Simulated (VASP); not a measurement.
Here is a VASP 6.6.1 calculation.

The input INCAR:

```
PREC     = Accurate       # precision mode
ENCUT    = 600            # plane-wave cutoff, eV
EDIFF    = 1E-6           # SCF threshold, eV
ISMEAR   = 0              # smearing method
SIGMA    = 0.05           # smearing width, eV
LREAL    = False          # projectors in reciprocal space
LASPH    = True           # aspherical terms in the spheres
NELM     = 80             # most SCF steps
ALGO     = Fast           # electronic algorithm
ISIF     = 3              # what is computed and relaxed
LWAVE    = False          # write WAVECAR
LCHARG   = False          # write CHGCAR
GGA      = PE             # functional
IBRION   = 2              # ionic algorithm
NSW      = 40             # ionic steps
EDIFFG   = -0.005         # ionic threshold
```

KPOINTS

```
regular mesh
0
Gamma
  6 6 6
```

POSCAR

```
CaScC3
1.0
    4.2507900000      0.0000000000      0.0000000000
    0.0000000000      4.2507900000      0.0000000000
    0.0000000000      0.0000000000      4.2507900000
Ca Sc C
1 1 3
Direct
    0.5000000000      0.5000000000      0.5000000000
    0.0000000000      0.0000000000      0.0000000000
    0.5000000000      0.0000000000      0.0000000000
    0.0000000000      0.5000000000      0.0000000000
    0.0000000000      0.0000000000      0.5000000000
```

Potentials or basis: VASP PAW PBE potentials, release 64 (Ca_sv, Sc_sv, C).

Run with:

```bash
$ cat potpaw_PBE.64/Ca_sv/POTCAR potpaw_PBE.64/Sc_sv/POTCAR potpaw_PBE.64/C/POTCAR > POTCAR
$ mpirun -np 1 vasp_std > vasp.out
```

Predict the relaxed volume.

15.41 Å³/atom.

Estimate the relaxed cell.

a = 4.255 Å, b = 4.255 Å, c = 4.255 Å, α = 90.00°, β = 90.00°, γ = 90.00°.

Predict the space group after relaxing (to 0.05 Å).

Pm-3m (No. 221).

Final structure:
```cif
data_structure
_symmetry_space_group_name_H-M 'P 1'
_symmetry_Int_Tables_number 1
_cell_length_a 4.2548
_cell_length_b 4.2548
_cell_length_c 4.2548
_cell_angle_alpha 90.000
_cell_angle_beta 90.000
_cell_angle_gamma 90.000
_cell_volume 77.03
loop_
_atom_site_label
_atom_site_type_symbol
_atom_site_fract_x
_atom_site_fract_y
_atom_site_fract_z
_atom_site_occupancy
Ca1 Ca 0.50000 0.50000 0.50000 1
Sc1 Sc 0.00000 0.00000 0.00000 1
C1 C 0.50000 0.00000 0.00000 1
C2 C 0.00000 0.50000 0.00000 1
C3 C 0.00000 0.00000 0.50000 1
```
